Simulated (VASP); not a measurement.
Write the native input for VASP 6.6.1 that does the following.

```yaml
Task: electrostatic potential
Functional: PBEsol
Potentials_or_basis: VASP PAW PBE potentials, release 64 (Ti_sv, C)
Cutoff: 520 eV
k_mesh: 16 × 16 × 16
Occupations: methfessel-paxton, width 0.1 eV
Spin: no spin polarisation
Further_INCAR_settings: ALGO = Fast; EDIFF = 1e-06
```

The structure of TiC lies in POSCAR:

```
TiC                                     
1.0
    0.0000000000      2.1470976123      2.1470976123
    2.1470976123      0.0000000000      2.1470976123
    2.1470976123      2.1470976123     -0.0000000000
  Ti              C             
     1     1
Direct
     0.0000000000000000    0.0000000000000000    0.0000000000000000
     0.5000000000000000    0.5000000000000000    0.5000000000000000
```

The cell was built by a generator and needn't be a form met in nature.

These files were run (other wordings do the same):

INCAR

```
SYSTEM = TiC
ALGO     = Fast           ! electronic algorithm
EDIFF    = 1E-6           ! SCF threshold, eV
ENCUT    = 520            ! plane-wave cutoff, eV
GGA      = PS             ! functional
ISIF     = 2              ! what is computed and relaxed
ISMEAR   = 1              ! smearing method
LASPH    = .True.         ! aspherical terms in the spheres
LCHARG   = .True.         ! write CHGCAR
LREAL    = .False.        ! projectors in reciprocal space
LVHAR    = .True.       
LWAVE    = .False.        ! write WAVECAR
NELM     = 60             ! most SCF steps
PREC     = Accurate       ! precision mode
SIGMA    = 0.1            ! smearing width, eV
```

KPOINTS

```
k-points
0
Gamma
  16 16 16
  0 0 0
```

Potentials or basis: VASP PAW PBE potentials, release 64 (Ti_sv, C).

Run with:

```bash
$ cat potpaw_PBE.64/Ti_sv/POTCAR potpaw_PBE.64/C/POTCAR > POTCAR
$ mpirun -np 1 vasp_std > vasp.out
```

Results of the run:

The pressure is 0.0 GPa. The band gap on the k mesh is none (metal or under the smearing width).

Caveat: the PAW data sets were made with another functional, which shifts forces and pressure a little.

It took 35 s on 1 thread of Intel(R) Xeon(R) 6975P-C (Granite Rapids), with other jobs on the host, peak memory 0.17 GiB.
